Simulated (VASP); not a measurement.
Method: PBE GGA, VASP's PBE PAW potentials (set 64) (plane waves; VASP 6.6.1).

VASP ran on this input.

### INCAR
```
NELM = 100   ! most electronic steps
LWAVE = .False.
SYSTEM = BN
PSTRESS = 10   ! kbar
ISIF = 3   ! ions, shape and volume
ISMEAR = 0   ! Gaussian
EDIFFG = -0.01   ! ionic stop
NSW = 40   ! most ionic steps
PREC = Accurate
LREAL = .False.
IBRION = 2
LCHARG = .False.
SIGMA = 0.05   ! width (eV)
GGA = PE   ! PBE
EDIFF = 1E-7
ALGO = Normal
ENCUT = 600   ! plane-wave cut-off (eV)
LASPH = .True.   ! aspherical one-centre terms
```

POSCAR:
```
BN
1.0
  1.2564379812  -2.1762148128   0.0000000000
  1.2564379812   2.1762148128   0.0000000000
  0.0000000000   0.0000000000   7.6483295389
B N
2 2
Cartesian
  1.2564379812   0.7254063884   1.9120823847
  1.2564379812  -0.7254063884   5.7362471542
  1.2564379812  -0.7254063884   1.9120823847
  1.2564379812   0.7254063884   5.7362471542
```

**KPOINTS**
```
kpoints
0
gamma
10 10 4
0 0 0
```

POTCAR, in this order: B N (PBE.64 set). Program: vasp_std.

Output of the run:

OUTCAR:
```
 ion  position               nearest neighbor table
   1  0.333  0.667  0.250-   3 1.45   3 1.45   3 1.45
   2  0.667  0.333  0.750-   4 1.45   4 1.45   4 1.45
   3  0.667  0.333  0.250-   1 1.45   1 1.45   1 1.45
   4  0.333  0.667  0.750-   2 1.45   2 1.45   2 1.45
  LATTYP: Found a hexagonal cell.
 ALAT       =     2.5128763026
 C/A-ratio  =     3.0436554044
 Subroutine PRICEL returns:
 Original cell was already a primitive cell.
 Subroutine GETGRP returns: Found 24 space group operations
The static configuration has the point symmetry D_3d.
 The point group associated with its full space group is D_6h.
The dynamic configuration has the point symmetry D_3d.
 Subroutine INISYM returns: Found 24 space group operations
 Subroutine IBZKPT returns following result:
 Found     42 irreducible k-points:

 Following reciprocal coordinates:
            Coordinates               Weight
  0.000000  0.000000  0.000000      1.000000
  0.100000  0.000000  0.000000      6.000000
  0.200000  0.000000  0.000000      6.000000
  0.300000  0.000000  0.000000      6.000000
  0.400000  0.000000  0.000000      6.000000
  0.500000  0.000000  0.000000      3.000000
  0.100000  0.100000  0.000000      6.000000
  0.200000  0.100000  0.000000     12.000000
  0.300000  0.100000  0.000000     12.000000
  0.400000  0.100000  0.000000     12.000000
  0.200000  0.200000  0.000000      6.000000
  0.300000  0.200000  0.000000     12.000000
  0.400000  0.200000  0.000000      6.000000
  0.300000  0.300000  0.000000      6.000000
  0.000000  0.000000  0.250000      2.000000
  0.100000  0.000000  0.250000     12.000000
  0.200000  0.000000  0.250000     12.000000
  0.300000  0.000000  0.250000     12.000000
  0.400000  0.000000  0.250000     12.000000
  0.500000  0.000000  0.250000      6.000000
  0.100000  0.100000  0.250000     12.000000
  0.200000  0.100000  0.250000     24.000000
  0.300000  0.100000  0.250000     24.000000
  0.400000  0.100000  0.250000     24.000000
  0.200000  0.200000  0.250000     12.000000
  0.300000  0.200000  0.250000     24.000000
  0.400000  0.200000  0.250000     12.000000
  0.300000  0.300000  0.250000     12.000000
  0.000000  0.000000  0.500000      1.000000
  0.100000  0.000000  0.500000      6.000000
  0.200000  0.000000  0.500000      6.000000
  0.300000  0.000000  0.500000      6.000000
  0.400000  0.000000  0.500000      6.000000
  0.500000  0.000000  0.500000      3.000000
  0.100000  0.100000  0.500000      6.000000
  0.200000  0.100000  0.500000     12.000000
  0.300000  0.100000  0.500000     12.000000
  0.400000  0.100000  0.500000     12.000000
  0.200000  0.200000  0.500000      6.000000
  0.300000  0.200000  0.500000     12.000000
   k-points           NKPTS =     42   k-points in BZ     NKDIM =     42   number of bands    NBANDS=     12
   number of dos      NEDOS =    301   number of ions     NIONS =      4
   total plane-waves  NPLWV =  25600
   dimension x,y,z NGX =    20 NGY =   20 NGZ =   64
   dimension x,y,z NGXF=    40 NGYF=   40 NGZF=  128
   ions per type =               2   2
   PREC   = accura    normal or accurate (medium, high low for compatibility)
   ISTART =      0    job   : 0-new  1-cont  2-samecut
   ICHARG =      2    charge: 1-file 2-atom 10-const
   ISPIN  =      1    spin polarized calculation?
   LNONCOLLINEAR =      F non collinear calculations
   LSORBIT =      F    spin-orbit coupling
   INIWAV =      1    electr: 0-lowe 1-rand  2-diag
   ENCUT  =  600.0 eV  44.10 Ry    6.64 a.u.   5.02  5.02 15.28*2*pi/ulx,y,z
   NELM   =    100;   NELMIN=  2; NELMDL= -5     # of ELM steps
...
```

OSZICAR:
```
...
       N       E                     dE             d eps       ncg     rms          rms(c)
DAV:   1    -0.352098156342E+02   -0.43935E-02   -0.35798E-02  1136   0.202E+00    0.261E-01
DAV:   2    -0.352085221905E+02    0.12934E-02   -0.32054E-03  1220   0.525E-01    0.779E-02
DAV:   3    -0.352084785144E+02    0.43676E-04   -0.34097E-04  1168   0.161E-01    0.271E-02
DAV:   4    -0.352084662803E+02    0.12234E-04   -0.22237E-05  1260   0.468E-02    0.144E-02
DAV:   5    -0.352084624248E+02    0.38556E-05   -0.52179E-06  1208   0.190E-02    0.590E-03
DAV:   6    -0.352084619140E+02    0.51077E-06   -0.78680E-07  1256   0.895E-03    0.852E-04
DAV:   7    -0.352084619211E+02   -0.71436E-08   -0.22088E-08   668   0.160E-03
   3 F= -.34948550E+02 E0= -.34948550E+02  d E =-.674052E-03
       N       E                     dE             d eps       ncg     rms          rms(c)
DAV:   1    -0.352096004590E+02   -0.11385E-02   -0.40450E-02  1020   0.178E+00    0.169E-01
DAV:   2    -0.352085895245E+02    0.10109E-02   -0.14678E-03  1068   0.366E-01    0.714E-02
DAV:   3    -0.352083564009E+02    0.23312E-03   -0.50758E-04  1236   0.183E-01    0.270E-02
DAV:   4    -0.352083288804E+02    0.27520E-04   -0.69957E-05  1312   0.772E-02    0.102E-02
DAV:   5    -0.352083253137E+02    0.35667E-05   -0.18247E-05  1248   0.365E-02    0.570E-03
DAV:   6    -0.352083255548E+02   -0.24108E-06   -0.14565E-06  1160   0.130E-02    0.814E-04
DAV:   7    -0.352083256091E+02   -0.54341E-07   -0.70268E-08   864   0.272E-03
   4 F= -.34949108E+02 E0= -.34949108E+02  d E =-.558404E-03
       N       E                     dE             d eps       ncg     rms          rms(c)
DAV:   1    -0.352193886140E+02   -0.11063E-01   -0.36796E-01  1024   0.537E+00    0.511E-01
DAV:   2    -0.352102205858E+02    0.91680E-02   -0.13421E-02  1068   0.110E+00    0.216E-01
DAV:   3    -0.352081223397E+02    0.20982E-02   -0.45644E-03  1236   0.552E-01    0.813E-02
DAV:   4    -0.352078735370E+02    0.24880E-03   -0.62821E-04  1300   0.232E-01    0.305E-02
DAV:   5    -0.352078420570E+02    0.31480E-04   -0.16097E-04  1244   0.109E-01    0.172E-02
DAV:   6    -0.352078433307E+02   -0.12737E-05   -0.12947E-05  1156   0.388E-02    0.252E-03
DAV:   7    -0.352078437379E+02   -0.40722E-06   -0.74154E-07  1200   0.822E-03    0.102E-03
DAV:   8    -0.352078438714E+02   -0.13344E-06   -0.12100E-07  1060   0.315E-03    0.760E-04
DAV:   9    -0.352078438573E+02    0.14048E-07   -0.15211E-08   676   0.129E-03
   5 F= -.34950710E+02 E0= -.34950710E+02  d E =-.216090E-02
       N       E                     dE             d eps       ncg     rms          rms(c)
DAV:   1    -0.352533329222E+02   -0.45489E-01   -0.15069E+00  1024   0.109E+01    0.104E+00
DAV:   2    -0.352160679106E+02    0.37265E-01   -0.55304E-02  1076   0.223E+00    0.436E-01
DAV:   3    -0.352076132571E+02    0.84547E-02   -0.18328E-02  1232   0.111E+00    0.164E-01
DAV:   4    -0.352066056450E+02    0.10076E-02   -0.25078E-03  1292   0.464E-01    0.610E-02
DAV:   5    -0.352064862645E+02    0.11938E-03   -0.62372E-04  1232   0.215E-01    0.346E-02
DAV:   6    -0.352064895907E+02   -0.33262E-05   -0.50889E-05  1156   0.766E-02    0.526E-03
DAV:   7    -0.352064911166E+02   -0.15260E-05   -0.29912E-06  1212   0.166E-02    0.194E-03
DAV:   8    -0.352064916140E+02   -0.49736E-06   -0.49605E-07  1160   0.630E-03    0.155E-03
DAV:   9    -0.352064915728E+02    0.41217E-07   -0.59794E-08   820   0.245E-03
   6 F= -.34953527E+02 E0= -.34953527E+02  d E =-.497760E-02
       N       E                     dE             d eps       ncg     rms          rms(c)
DAV:   1    -0.353944208256E+02   -0.18793E+00   -0.63254E+00  1016   0.225E+01    0.213E+00
DAV:   2    -0.352405581890E+02    0.15386E+00   -0.23484E-01  1080   0.458E+00    0.895E-01
DAV:   3    -0.352061841851E+02    0.34374E-01   -0.74067E-02  1224   0.227E+00    0.337E-01
DAV:   4    -0.352020452614E+02    0.41389E-02   -0.10011E-02  1284   0.929E-01    0.122E-01
DAV:   5    -0.352016139039E+02    0.43136E-03   -0.23514E-03  1216   0.423E-01    0.705E-02
DAV:   6    -0.352016170365E+02   -0.31326E-05   -0.19512E-04  1160   0.149E-01    0.115E-02
DAV:   7    -0.352016226436E+02   -0.56071E-05   -0.12091E-05  1192   0.336E-02    0.355E-03
DAV:   8    -0.352016243690E+02   -0.17254E-05   -0.19325E-06  1164   0.124E-02    0.300E-03
DAV:   9    -0.352016242511E+02    0.11797E-06   -0.18159E-07   868   0.442E-03    0.108E-03
DAV:  10    -0.352016242363E+02    0.14728E-07   -0.14525E-07   676   0.318E-03
   7 F= -.34957000E+02 E0= -.34957000E+02  d E =-.845012E-02
       N       E                     dE             d eps       ncg     rms          rms(c)
DAV:   1    -0.352408166100E+02   -0.39192E-01   -0.13923E+00  1016   0.105E+01    0.995E-01
DAV:   2    -0.352067687309E+02    0.34048E-01   -0.51404E-02  1084   0.217E+00    0.421E-01
DAV:   3    -0.351990842141E+02    0.76845E-02   -0.16622E-02  1220   0.108E+00    0.157E-01
DAV:   4    -0.351981805229E+02    0.90369E-03   -0.22173E-03  1296   0.439E-01    0.577E-02
DAV:   5    -0.351980807039E+02    0.99819E-04   -0.53290E-04  1216   0.201E-01    0.324E-02
DAV:   6    -0.351980823486E+02   -0.16446E-05   -0.43414E-05  1180   0.701E-02    0.492E-03
DAV:   7    -0.351980835390E+02   -0.11904E-05   -0.23192E-06  1196   0.148E-02    0.162E-03
DAV:   8    -0.351980839183E+02   -0.37931E-06   -0.41091E-07  1168   0.571E-03    0.133E-03
DAV:   9    -0.351980838889E+02    0.29431E-07   -0.37017E-08   784   0.201E-03
   8 F= -.34957283E+02 E0= -.34957283E+02  d E =-.873386E-02
       N       E                     dE             d eps       ncg     rms          rms(c)
DAV:   1    -0.352010894856E+02   -0.30056E-02   -0.68681E-02  1016   0.232E+00    0.221E-01
DAV:   2    -0.351993915972E+02    0.16979E-02   -0.25121E-03  1088   0.487E-01    0.935E-02
DAV:   3    -0.351990040312E+02    0.38757E-03   -0.84447E-04  1212   0.243E-01    0.348E-02
DAV:   4    -0.351989594872E+02    0.44544E-04   -0.11202E-04  1296   0.991E-02    0.130E-02
DAV:   5    -0.351989538967E+02    0.55905E-05   -0.27999E-05  1212   0.457E-02    0.711E-03
DAV:   6    -0.351989538687E+02    0.28001E-07   -0.22310E-06  1176   0.159E-02    0.995E-04
DAV:   7    -0.351989539005E+02   -0.31733E-07   -0.93945E-08   892   0.316E-03
   9 F= -.34957309E+02 E0= -.34957309E+02  d E =-.875936E-02
       N       E                     dE             d eps       ncg     rms          rms(c)
DAV:   1    -0.351999862966E+02   -0.10324E-02   -0.49307E-02  1160   0.238E+00    0.265E-01
DAV:   2    -0.351987567819E+02    0.12295E-02   -0.26243E-03  1236   0.502E-01    0.971E-02
DAV:   3    -0.351986689857E+02    0.87796E-04   -0.39891E-04  1220   0.170E-01    0.333E-02
DAV:   4    -0.351986456315E+02    0.23354E-04   -0.46144E-05  1272   0.644E-02    0.166E-02
DAV:   5    -0.351986397195E+02    0.59119E-05   -0.10538E-05  1284   0.279E-02    0.653E-03
DAV:   6    -0.351986392487E+02    0.47084E-06   -0.12342E-06  1224   0.109E-02    0.116E-03
DAV:   7    -0.351986392609E+02   -0.12242E-07   -0.45143E-08   672   0.216E-03
  10 F= -.34955389E+02 E0= -.34955389E+02  d E =0.191969E-02
       N       E                     dE             d eps       ncg     rms          rms(c)
DAV:   1    -0.352002194213E+02   -0.15802E-02   -0.43312E-02  1156   0.223E+00    0.248E-01
DAV:   2    -0.351991580621E+02    0.10614E-02   -0.22590E-03  1240   0.467E-01    0.914E-02
DAV:   3    -0.351990845521E+02    0.73510E-04   -0.35458E-04  1212   0.161E-01    0.313E-02
DAV:   4    -0.351990667153E+02    0.17837E-04   -0.40652E-05  1276   0.606E-02    0.156E-02
DAV:   5    -0.351990637254E+02    0.29899E-05   -0.92972E-06  1296   0.263E-02    0.619E-03
DAV:   6    -0.351990637633E+02   -0.37939E-07   -0.11148E-06  1212   0.104E-02    0.107E-03
DAV:   7    -0.351990637648E+02   -0.14345E-08   -0.39770E-08   684   0.203E-03
  11 F= -.34957317E+02 E0= -.34957317E+02  d E =-.839442E-05
```

### OUTCAR
```
------------------------ aborting loop because EDIFF is reached ----------------------------------------
  FORCE on cell =-STRESS in cart. coord.  units (eV):
  Direction    XX          YY          ZZ          XY          YZ          ZX
  --------------------------------------------------------------------------------------
  Total        0.2421043      0.2421044      0.2411845      0.0000000      0.0000000      0.0000000
  in kB       10.0148035     10.0148078      9.9767551      0.0000000      0.0000000      0.0000000
  external PRESSURE =       0.0021221 kB  Pullay stress =      10.0000000 kB
  volume of cell :       38.73
      direct lattice vectors                 reciprocal lattice vectors
     1.254796794 -2.173372262 -0.000000000     0.398470894 -0.230057229 -0.000000000
     1.254796794  2.173372262 -0.000000000     0.398470894  0.230057229 -0.000000000
     0.000000000 -0.000000000  7.101222578     0.000000000 -0.000000000  0.140820822
  FREE ENERGIE OF THE ION-ELECTRON SYSTEM (eV)
  ---------------------------------------------------
  free  energy   TOTEN  =       -35.1990637648 eV

  energy  without entropy=      -35.1990637648  energy(sigma->0) =      -35.19906376
  enthalpy is  TOTEN    =       -34.9573173406 eV   P V=        0.2417464241

 reached required accuracy - stopping structural energy minimisation
```
(Selected blocks of OUTCAR.)

**CONTCAR**
```
BN
   1.00000000000000
     1.2547967938303015   -2.1733722617063229   -0.0000000000000000
     1.2547967938303015    2.1733722617063229   -0.0000000000000000
     0.0000000000000000   -0.0000000000000000    7.1012225779189260
  B               N
     2     2
Direct
     0.3333330000000032    0.6666669999999968    0.2500000000000000
     0.6666669999999968    0.3333330000000032    0.7500000000000000
     0.6666669999999968    0.3333330000000032    0.2500000000000000
     0.3333330000000032    0.6666669999999968    0.7500000000000000
```

Energy and stress use the plane-wave basis of the starting cell. Without a dispersion term in the relaxation, distances and binding between the weakly bound layers, chains or molecules are unreliable, and so is what depends on them.

The compound is BN in the hex structure. This run relaxes it under an external pressure of 1 GPa. Symmetry was kept, so distortions that lower it aren't found.
